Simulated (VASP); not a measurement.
Here is the system:

```
CELL_PARAMETERS angstrom
      0.00000     2.99621     2.99621
      2.99621     0.00000     2.99621
      2.99621     2.99621     0.00000
ATOMIC_POSITIONS crystal
  Cd 0.00000 0.00000 0.00000
  S  0.25000 0.25000 0.25000
```

Level of theory: PW91 GGA, VASP's PBE PAW potentials (set 64) (plane waves; VASP 6.6.1). Numerical set-up: 520 eV cut-off, 8×8×8 Γ-centred mesh, Gaussian smearing of 0.050 eV, potentials Cd S.

Q: Predict the energy per atom (σ→0), pressure, band gap (on the k-mesh) with the smallest direct gap where there is one.

A: 
```yaml
band gap (on the k-mesh): 0.95 eV
smallest direct gap (on the k-mesh): 0.95 eV
energy per atom (σ→0): -3.094 eV/atom
pressure: -1.48 GPa
```

The compound is CdS in the zinc blende structure, a metastable form; wurtzite is the usual one. This cell is one point of a volume scan, at 1.03 of the reference volume.
